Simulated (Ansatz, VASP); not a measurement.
# ScAl3: VASP beside Ansatz

One calculation is typed for both programs; each brings its own data sets and cutoff. How far apart do they land? The cell is taken from a series of VASP runs on this material, whose earlier steps may have relaxed, scaled or displaced it; both programs get it as it stands.

Calculated with Ansatz 0.2.0; plane waves, with VASP 6.6.1 beside it; electric field gradients at BLYP and single point at BLYP.

### Step 1. The structure

The structure is cubic, space group Pm-3m (No. 221). The conventional cell has a = 4.152 Å, b = 4.152 Å, c = 4.152 Å, α = 90.00°, β = 90.00°, γ = 90.00°. Nearest to Sc lie 12 Al at 2.94 Å. Nearest to Al lie 4 Sc at 2.94 Å and 8 Al at 2.94 Å. Farther neighbours are not listed.

### Step 2. VASP: electric field gradients, BLYP

Field gradients test the density near the nuclei, where the PAW reconstruction matters most.

Lines of VASP's logs that name or quote its potential files are left out, and so is its time.

INCAR reads:

```
SYSTEM = ScAl3
PREC = Accurate
ENCUT = 400
EDIFF = 1E-07
NELM = 100
ISMEAR = -1
SIGMA = 0.05
LREAL = .FALSE.
ALGO = Normal
GGA = B5
ALDAX = 1
AGGAX = 1
AGGAC = 1
ALDAC = 0
NBANDS = 16
LORBIT = 11
LWAVE = .FALSE.
LCHARG = .FALSE.
KPAR = 2
LEFG = .TRUE.
LASPH = .TRUE.
```

POSCAR reads:

```
ScAl3
1.0
    4.1516531660      0.0000000000      0.0000000000
    0.0000000000      4.1516531660      0.0000000000
    0.0000000000      0.0000000000      4.1516531660
Sc Al
1 3
Direct
    0.0000000000      0.0000000000      0.0000000000
    0.5000000000      0.5000000000      0.0000000000
    0.0000000000      0.5000000000      0.5000000000
    0.5000000000      0.0000000000      0.5000000000
```

KPOINTS reads:

```
Automatic mesh
0
Gamma
7 7 7
0 0 0
```

PAW data sets: Sc_sv and Al (PBE family, release 64).

Started as:

```bash
$ mpirun -np 2 vasp_std
```

Numbers of over 12 decimals in the logs are rounded to 6 here.

Output:

```text
[banner, memory and clock lines left out]
running    2 mpi-ranks, on    1 nodes
 distrk:  each k-point on    1 cores,    2 groups
 distr:  one band on    1 cores,    1 groups

 POSCAR found type information on POSCAR ScAl
 POSCAR found :  2 types and       4 ions
|                                                                             |
|               ----> ADVICE to this user running VASP <----                  |
|                                                                             |
|     You enforced a specific xc type in the INCAR file but a different       |
|     [... a line on the potential file left out ...]
|     I HOPE YOU KNOW WHAT YOU ARE DOING!                                     |
|                                                                             |

 LDA part: xc-table for (Slater(with rela. corr.)+VWN5), standard interpolation
 POSCAR, INCAR and KPOINTS ok, starting setup
 FFT: planning ... GRIDC
 FFT: planning ... GRID_SOFT
 FFT: planning ... GRID
 WAVECAR not read
 entering main loop
       N       E                     dE             d eps       ncg     rms          rms(c)
DAV:   1     0.901849221548E+02    0.90185E+02   -0.72812E+03   656   0.918E+02
DAV:   2    -0.115560082329E+02   -0.10174E+03   -0.99663E+02   664   0.281E+02
DAV:   3    -0.161201004523E+02   -0.45641E+01   -0.44208E+01   976   0.510E+01
DAV:   4    -0.162002192368E+02   -0.80119E-01   -0.80080E-01   848   0.777E+00
DAV:   5    -0.162029223335E+02   -0.27031E-02   -0.27028E-02   952   0.127E+00    0.786E+00
DAV:   6    -0.153281868694E+02    0.87474E+00   -0.50529E+00  1056   0.222E+01    0.247E+00
DAV:   7    -0.153072129333E+02    0.20974E-01   -0.20588E-01   960   0.425E+00    0.175E+00
DAV:   8    -0.153015334536E+02    0.56795E-02   -0.70897E-02  1072   0.234E+00    0.370E-01
DAV:   9    -0.153020682646E+02   -0.53481E-03   -0.31866E-02  1024   0.190E+00    0.273E-01
DAV:  10    -0.153009972074E+02    0.10711E-02   -0.13628E-02  1024   0.116E+00    0.751E-02
DAV:  11    -0.153009042065E+02    0.93001E-04   -0.15337E-03  1056   0.380E-01    0.307E-02
DAV:  12    -0.153008844915E+02    0.19715E-04   -0.11764E-04  1040   0.117E-01    0.377E-03
DAV:  13    -0.153008845640E+02   -0.72541E-07   -0.28031E-06   936   0.105E-02    0.288E-03
DAV:  14    -0.153008847407E+02   -0.17662E-06   -0.89942E-08   584   0.314E-03    0.266E-03
DAV:  15    -0.153008847328E+02    0.78192E-08   -0.73501E-07   912   0.827E-03
ion   1
     0.0000000     0.0000000     0.0000000    -0.0000000     0.0000000    -0.0000000
     0.0000413     0.0000000     0.0000000    -0.0000000     0.0000000    -0.0000000
     0.0000569     0.0000000     0.0000000    -0.0000000     0.0000000    -0.0000000
     0.0000784     0.0000000     0.0000000    -0.0000000     0.0000000    -0.0000000
     0.0001079     0.0000000     0.0000000    -0.0000000     0.0000000    -0.0000000

     0.0000000    -0.0000000     0.0000000     0.0000000     0.0000000    -0.0000000
     0.0000413    -0.0000000     0.0000000     0.0000000     0.0000000    -0.0000000
     0.0000569    -0.0000000     0.0000000     0.0000000     0.0000000    -0.0000000
     0.0000784    -0.0000000     0.0000000     0.0000000     0.0000000    -0.0000000
     0.0001079    -0.0000000     0.0000000     0.0000000     0.0000000    -0.0000000

ion   2
     0.0000000    -0.0000000     0.0000000    -0.8159363    -0.0000000    -0.0000000
     0.0000349    -0.0000000     0.0000000    -0.8159363    -0.0000000    -0.0000000
     0.0000480    -0.0000000     0.0000000    -0.8159363    -0.0000000    -0.0000000
     0.0000661    -0.0000000     0.0000000    -0.8159363    -0.0000000    -0.0000000
     0.0000910    -0.0000000     0.0000000    -0.8159363    -0.0000000    -0.0000000

     0.0000000    -0.0000000     0.0000000   -15.7456667    -0.0000000    -0.0000000
     0.0000349    -0.0000000     0.0000000   -15.7456450    -0.0000000    -0.0000000
     0.0000480    -0.0000000     0.0000000   -15.7456315    -0.0000000    -0.0000000
     0.0000661    -0.0000000     0.0000000   -15.7456088    -0.0000000    -0.0000000
     0.0000910    -0.0000000     0.0000000   -15.7455712    -0.0000000    -0.0000000

ion   3
     0.0000000     0.0000000    -0.0000000     0.4079681     0.0000000    -0.7066215
     0.0000349     0.0000000    -0.0000000     0.4079681     0.0000000    -0.7066215
     0.0000480     0.0000000    -0.0000000     0.4079681     0.0000000    -0.7066215
     0.0000661     0.0000000    -0.0000000     0.4079681     0.0000000    -0.7066215
     0.0000910     0.0000000    -0.0000000     0.4079681     0.0000000    -0.7066215

     0.0000000     0.0000000    -0.0000000     7.8728334     0.0000000   -13.6361474
     0.0000349     0.0000000    -0.0000000     7.8728225     0.0000000   -13.6361286
     0.0000480     0.0000000    -0.0000000     7.8728157     0.0000000   -13.6361169
     0.0000661     0.0000000    -0.0000000     7.8728044     0.0000000   -13.6360972
     0.0000910     0.0000000    -0.0000000     7.8727856     0.0000000   -13.6360647

ion   4
     0.0000000     0.0000000     0.0000000     0.4079681    -0.0000000     0.7066215
     0.0000349     0.0000000     0.0000000     0.4079681    -0.0000000     0.7066215
     0.0000480     0.0000000     0.0000000     0.4079681    -0.0000000     0.7066215
     0.0000661     0.0000000     0.0000000     0.4079681    -0.0000000     0.7066215
     0.0000910     0.0000000     0.0000000     0.4079681    -0.0000000     0.7066215

     0.0000000     0.0000000     0.0000000     7.8728334    -0.0000000    13.6361474
     0.0000349     0.0000000     0.0000000     7.8728225    -0.0000000    13.6361286
     0.0000480     0.0000000     0.0000000     7.8728157    -0.0000000    13.6361169
     0.0000661     0.0000000     0.0000000     7.8728044    -0.0000000    13.6360972
     0.0000910     0.0000000     0.0000000     7.8727856    -0.0000000    13.6360647

   1 F= -.15300885E+02 E0= -.15294513E+02  d E =-.127434E-01
```

OUTCAR, selected parts (step 2):

```text
ion  position               nearest neighbor table
   1  0.000  0.000  0.000-   2 2.94   3 2.94   4 2.94   3 2.94   4 2.94   2 2.94   3 2.94   3 2.94
                             2 2.94   4 2.94   4 2.94   2 2.94
   2  0.500  0.500  0.000-   1 2.94   3 2.94   4 2.94   3 2.94   4 2.94   1 2.94   4 2.94   4 2.94
                             1 2.94   3 2.94   3 2.94   1 2.94
   3  0.000  0.500  0.500-   1 2.94   2 2.94   4 2.94   1 2.94   2 2.94   1 2.94   4 2.94   1 2.94
                             2 2.94   4 2.94   2 2.94   4 2.94
   4  0.500  0.000  0.500-   1 2.94   2 2.94   3 2.94   1 2.94   2 2.94   2 2.94   3 2.94   2 2.94
                             1 2.94   3 2.94   1 2.94   3 2.94

  LATTYP: Found a simple cubic cell.
 ALAT       =     4.1516531660

 Subroutine GETGRP returns: Found 48 space group operations
 (whereof 48 operations were pure point group operations)

The static configuration has the point symmetry O_h .

 Found     20 irreducible k-points:

   k-points           NKPTS =     20   k-points in BZ     NKDIM =     20   number of bands    NBANDS=     16

   dimension x,y,z NGX =    28 NGY =   28 NGZ =   28
   dimension x,y,z NGXF=    56 NGYF=   56 NGZF=   56

   ENCUT  =  400.0 eV  29.40 Ry    5.42 a.u.   6.77  6.77  6.77*2*pi/ulx,y,z

   NELECT =      20.0000    total number of electrons

 k-points in reciprocal lattice and weights: Automatic mesh
   0.00000000  0.00000000  0.00000000       0.003
   0.14285714  0.00000000  0.00000000       0.017
   0.28571429  0.00000000  0.00000000       0.017
   0.42857143  0.00000000  0.00000000       0.017
   0.14285714  0.14285714  0.00000000       0.035
   0.28571429  0.14285714  0.00000000       0.070
   0.42857143  0.14285714  0.00000000       0.070
   0.28571429  0.28571429  0.00000000       0.035
   0.42857143  0.28571429  0.00000000       0.070
[...]
0.42857143  0.42857143  0.28571429       0.070
   0.42857143  0.42857143  0.42857143       0.023

 average (electrostatic) potential at core
       1 -43.4302       2 -73.4099       3 -73.4099       4 -73.4099

 E-fermi :   7.2345

 k-point     1 :       0.0000    0.0000    0.0000
  band No.  band energies     occupation
    ...
      6       4.7398      2.00000
      7       4.7398      2.00000
      8       5.5504      2.00000
      9       5.5504      2.00000
     10       5.5504      2.00000
     11       8.5203      0.00000
     12       8.5203      0.00000
     13       8.5203      0.00000
     14       8.8851      0.00000
     15      11.5035      0.00000
    ...

 k-point     2 :       0.1429    0.0000    0.0000
  band No.  band energies     occupation
    ...
      6       3.5081      2.00000
      7       4.8897      2.00000
      8       5.5752      2.00000
      9       5.5752      2.00000
     10       6.3827      2.00000
     11       8.4312      0.00000
     12       8.4312      0.00000
     13       8.5703      0.00000
     14       9.5238      0.00000
     15      10.4203      0.00000
    ...

 k-point     3 :       0.2857    0.0000    0.0000
  band No.  band energies     occupation
    ...
      5      -1.7244      2.00000
      6       1.9112      2.00000
      7       5.3168      2.00000
      8       5.6256      2.00000
      9       5.6256      2.00000
     10       7.3362      0.23142
     11       8.3068      0.00000
     12       8.3068      0.00000
     13       8.6890      0.00000
     14       9.0161      0.00000
    ...

  Total       -0.0051254     -0.0051254     -0.0051254      0.0000000     -0.0000000      0.0000000
  in kB       -0.1147564     -0.1147564     -0.1147564      0.0000000     -0.0000000      0.0000000
  external PRESSURE =      -0.1147564 kB  Pullay stress =       0.0000000 kB

  energy-cutoff  :      400.00
  volume of cell :       71.56
      direct lattice vectors                 reciprocal lattice vectors
     4.151653166  0.000000000  0.000000000     0.240867905  0.000000000  0.000000000
     0.000000000  4.151653166  0.000000000     0.000000000  0.240867905  0.000000000
     0.000000000  0.000000000  4.151653166     0.000000000  0.000000000  0.240867905

 POSITION                                       TOTAL-FORCE (eV/Angst)
 -----------------------------------------------------------------------------------
      0.00000      0.00000      0.00000         0.000000      0.000000      0.000000
      2.07583      2.07583      0.00000         0.000000      0.000000      0.000000
      0.00000      2.07583      2.07583         0.000000      0.000000      0.000000
      2.07583      0.00000      2.07583         0.000000      0.000000      0.000000
 -----------------------------------------------------------------------------------
    total drift:                               -0.000000     -0.000000     -0.000000

  FREE ENERGIE OF THE ION-ELECTRON SYSTEM (eV)
  ---------------------------------------------------
  free  energy   TOTEN  =       -15.3008847328 eV

  energy  without entropy=      -15.2881412958  energy(sigma->0) =      -15.29451301

 Electric field gradients after diagonalization (V/A^2)
 (convention: |V_zz| > |V_xx| > |V_yy|)
----------------------------------------------------------------------
 ion       V_xx      V_yy      V_zz     asymmetry (V_yy - V_xx)/ V_zz
----------------------------------------------------------------------
   1       0.000     0.000    -0.000       0.034
   2      -9.930    -9.930    19.859       0.000
   3      -9.930    -9.930    19.859       0.000
   4      -9.930    -9.930    19.859       0.000
----------------------------------------------------------------------

 total charge
# of ion       s       p       d       tot
------------------------------------------
    1        2.175   6.125   1.288   9.588
    2        0.422   0.370   0.000   0.792
    3        0.422   0.370   0.000   0.792
    4        0.422   0.370   0.000   0.792
--------------------------------------------------
tot          3.441   7.236   1.288  11.965

[... 3 further parts left out ...]
```

The run ends at a pressure of -0.01 GPa.

### Step 3. Ansatz: electric field gradients, BLYP

Ansatz runs on its default PAW (the set named soft_2) files.

The same cell, functional (in two slightly different forms), mesh and smearing now go to Ansatz, which takes its cutoff from its data sets.

input.yaml reads:

```yaml
crystal:
  lattice:
    - [4.151653166, 0.0, 0.0]
    - [0.0, 4.151653166, 0.0]
    - [0.0, 0.0, 4.151653166]
  atoms:
    - { symbol: Sc, position: [0.0, 0.0, 0.0] }
    - { symbol: Al, position: [0.5, 0.5, 0.0] }
    - { symbol: Al, position: [0.0, 0.5, 0.5] }
    - { symbol: Al, position: [0.5, 0.0, 0.5] }
hamiltonian:
  xc: blyp
  pseudopotentials: { kind: paw }
kpoints:
  mp_grid: { grid: [7, 7, 7] }
scf:
  occupations: { method: fermi_dirac, width: 0.05 }
  n_extra_bands: 5
output:
  forces: true
  stress: true
  eigenvalues: true
  efg: {}
```

Started as:

```bash
$ ansatz run input.yaml --threads 2 --pin off --max-ram 4608MiB --backend cpu --events-out ev --progress --plain --runs-dir out
```

Output:

```text
scf.n_extra_bands = 5 over 10 filled bands (N_el = 20.0): the run solves 15 bands
Engine: ansatz 0.2.0, aarch64-unknown-linux-gnu
Pseudopotentials: kind: paw
Pseudopotential: Sc, paw, valence charge 11, recommended cutoff 420 eV (normal), Sc.paw.azcp
Pseudopotential: Al, paw, valence charge 3, recommended cutoff 420 eV (normal), Al.paw.azcp
Functional definition: BLYP
  parameter beta = 0.0042
  parameter a = 0.04918
  parameter b = 0.132
  parameter c = 0.2533
  parameter d = 0.349
  exchange = b88_x(beta = beta)
  correlation = lyp_c(a = a, b = b, c = c, d = d)
Crystal: 4 atoms, lattice volume = 71.559 Å³
Basis set: ecut = 420 eV, 1365 PW (Γ), exchange–correlation on 60×60×60 points (8 copies of the dense FFT grid, shifted against one another)
Bands: 15, of which v1, the nominal top of the filled ones, is band 10 counted from 1 (9 counted from 0)
Symmetry: 48 space group operations
Space group: Pm-3m (ITA 221), of the structure as read, at distance tolerance 4.2e-5 Å
k-points: 20 of 343
Non-local potential: Sc, projectors of the file, l = 0: 3, l = 1: 2, l = 2: 3, l = 3: 1
Non-local potential: Al, projectors of the file, l = 0: 2, l = 1: 2, l = 2: 1
PAW form: soft (Blöchl's): semilocal exchange-correlation on the pseudo side does not see the compensation charge
PAW frozen core: Sc, regenerated for the run's functional, and the local potential with it (the file was generated under x = pbe(κ = 0.804, μ = 0.219515), c = pbe(β = 0.066725))
PAW frozen core: Al, regenerated for the run's functional, and the local potential with it (the file was generated under x = pbe(κ = 0.804, μ = 0.219515), c = pbe(β = 0.066725))
PAW one-centre angular grid: Sc, 590 points (default); XC on 64 Gauss nodes
PAW one-centre angular grid: Al, 110 points (default); XC on 64 Gauss nodes
Initial density: superposition of atomic densities (neutral atoms: chi_scale 0, normalization atom), corrected by the library's trained network
Initial wavefunctions: pseudopotential atomic-orbital guess
Functional: x = b88, c = lyp
SCF iter   1: F=—  HF=-3765.150470 eV  |F-HF|=—  |Δ(HF+E_count)|=         —  Δρ=6.81e-3  dr2=5.16e-2  ethr=1.77e-3  ⟨swp⟩=5.6  Hψ=1739  notcnv=0
preconditioner: auto → Kerker (q_TF=auto, 2.206 Å⁻¹)  [metal: Δε(μ)=0.077 eV  Ē_g=5.589 eV  σ=0.050 eV  W_gap=0.37  n_scr=18 (ndim 8)  ℏωp=15.2 eV  f_vac=0.000  D(μ)=1.57/eV (n_scr^D=6)]
SCF iter   2: F=—  HF=-3765.141752 eV  |F-HF|=—  |Δ(HF+E_count)|=   8.72e-3  Δρ=3.00e-3  dr2=7.64e-3  ethr=2.58e-4  ⟨swp⟩=2.2  Hψ=561  notcnv=0  defer=1
preconditioner: auto → Resta (q_TF=auto, 2.206 Å⁻¹)  ε∞=8.3  [insulator: Δε(μ)=0.122 eV  Ē_g=5.644 eV  σ=0.050 eV  W_gap=0.54  n_scr=18 (ndim 8)  ℏωp=15.2 eV  f_vac=0.000  D(μ)=1.52/eV (n_scr^D=6)  ε∞_Penn≈8.3]
SCF iter   3: F=—  HF=-3765.141239 eV  |F-HF|=—  |Δ(HF+E_count)|=   5.13e-4  Δρ=1.60e-3  dr2=2.48e-3  ethr=3.82e-5  ⟨swp⟩=1.7  Hψ=322  notcnv=0  defer=1
SCF iter   4: F=—  HF=-3765.141071 eV  |F-HF|=—  |Δ(HF+E_count)|=   1.68e-4  Δρ=2.12e-4  dr2=4.15e-5  ethr=1.24e-5  ⟨swp⟩=2.6  Hψ=418  notcnv=0  defer=1
SCF iter   5: F=—  HF=-3765.141055 eV  |F-HF|=—  |Δ(HF+E_count)|=   1.61e-5  Δρ=5.18e-5  dr2=1.74e-6  ethr=2.08e-7  ⟨swp⟩=2.0  Hψ=425  notcnv=0  defer=1
SCF iter   6: F=-3765.141055 eV  HF=-3765.141055 eV  |F-HF|=3.20e-8  |Δ(HF+E_count)|=   6.16e-7  Δρ=8.78e-6  dr2=4.54e-8  ethr=5.00e-10  ⟨swp⟩=2.6  Hψ=1101  notcnv=0
SCF 1 converged in 6 iterations: F = -3765.141055 eV  dr2 = 4.54e-8
  greatest PAW one-centre occupation: 0.998 electrons in one spin orbital (limit 2), on the Sc atom at site 0 (counted from 0), in its partial waves of l = 0
SCF converged after 6 iterations
Free energy (F): -3765.141055 eV
Harris-Foulkes:  -3765.141055 eV  (|F-HF|=3.20e-8)
Internal energy: -3765.128187 eV  (E = F + TS)
E sigma→0 (E₀):  -3765.134621 eV
Entropy (-TS):   -0.012869 eV (-3.217 meV/atom)
Fermi energy:    9.114657 eV
--- Per-component energies (eV) ---
  E_band       = -126.747445
  E_kinetic    = 330.965506
  E_local      = -1028.476032  (includes V_loc(G=0)·N_el)
  E_nonlocal   = 117.128969
  E_hartree    = 396.167023
  E_xc         = -218.286764
  E_vxc        = -209.627502  (∫ρ·V_xc dr)
  E_paw        = -2379.879165  (= ΣΔE_a)
  E_vpaw       = -129.075463  (= ΣTr[D̂ρ^β])
  E_aug_tail   = 0.000002  (compensation charges beyond the density's cutoff)
  E_ewald      = -982.801463
  E_core_change = 0.053738  (= ΣΔE_core)
  E_smearing   = -0.012869  (= −TS)
  E_closure    = 0.000000  (closes the sum)
  Σ components = -3765.141055   (vs F -3765.141055, Δ=0.00e0)
--- Forces (eV/Å), atoms counted from 1 ---
  atom   1  Sc    -0.00000000     0.00000000    -0.00000000
  atom   2  Al     0.00000000    -0.00000000     0.00000000
  atom   3  Al     0.00000000     0.00000000     0.00000000
  atom   4  Al    -0.00000000     0.00000000     0.00000000
  max |Σ_I F_I| component: 4.11e-31 eV/Å
--- Stress (GPa, compression-positive) ---
       -0.080926       0.000000       0.000000
        0.000000      -0.080926       0.000000
        0.000000       0.000000      -0.080926
  P = ⅓ Tr σ = -0.0809 GPa (-0.809 kbar)
--- PAW observables at the nuclei: V_zz in 10²¹ V/m², potentials from the cell's mean, atoms counted from 1 ---
  atom   1  Sc V_zz =    +0.000000   η = 0.0000   by run symmetry: forbidden
            electrostatic potential = -2369.273089 V   contact ρ = none
  atom   2  Al V_zz =    +1.996753   η = 0.0000   by run symmetry: allowed
            electrostatic potential = -1230.492171 V   contact ρ = none
  atom   3  Al V_zz =    +1.996753   η = 0.0000   by run symmetry: allowed
            electrostatic potential = -1230.492171 V   contact ρ = none
  atom   4  Al V_zz =    +1.996753   η = 0.0000   by run symmetry: allowed
            electrostatic potential = -1230.492171 V   contact ρ = none
--- Band table (eV; the first three rows and the last of 20) ---
  k-point 0: bands = [... 6 lower, 6.6160, 7.4344, 7.4344, 7.4344, 10.3985, 10.3985, 10.3985, 10.7478, ... 1 higher]
  k-point 1: bands = [... 6 lower, 6.7663, 7.4595, 7.4595, 8.2619, 10.3090, 10.3090, 10.4489, 11.3878, ... 1 higher]
  k-point 2: bands = [... 6 lower, 7.1947, 7.5104, 7.5104, 9.2125, 10.1827, 10.1827, 10.5687, 10.8861, ... 1 higher]
  k-point 19: bands = [... 6 lower, 4.4230, 5.5561, 6.5356, 6.5356, 6.6334, 10.5988, 11.5951, 11.5951, ... 1 higher]
```

Elapsed: 1.5 s, on 2 threads of Arm Neoverse V2, shared host; peak memory 0.34 GiB.

The run ends at a pressure of -0.08 GPa.

### Step 4. Side by side

Known differences besides the potentials themselves: Ansatz adds the response of the frozen cores to the gradients, VASP leaves it out; the cutoff is 420 eV in Ansatz and 400 eV in VASP; VASP's log shows a relativistic correction to its local exchange, Ansatz's none. Total energies have different zeros and are not compared.

The two programs side by side:

```
                                        quantity  Ansatz   VASP  difference
                                  pressure (GPa)   -0.08  -0.01       -0.07
pressure without Ansatz's Pulay correction (GPa)   -0.14  -0.01       -0.12
                               Vzz at Al2 (V/Å²)    20.0   19.9        +0.1
                               Vzz at Al3 (V/Å²)    20.0   19.9        +0.1
                               Vzz at Al4 (V/Å²)    20.0   19.9        +0.1
```

Ansatz's pressure holds a Pulay correction of 0.05 GPa; VASP's holds none.

[end of part 1 of 2]

[Lines on the potential files, build, host, timing and source positions are cut from VASP's logs without a mark.]

[Logs are printed without paths, hosts, clocks, repeated set-up lines and the standing remarks that a program may print on its own settings, such as how far it seeks lower states.]

[Hosts, paths, dates, database ids (printed as entryN), source tags and the programs' standing remarks are cut or masked in the printed files.]
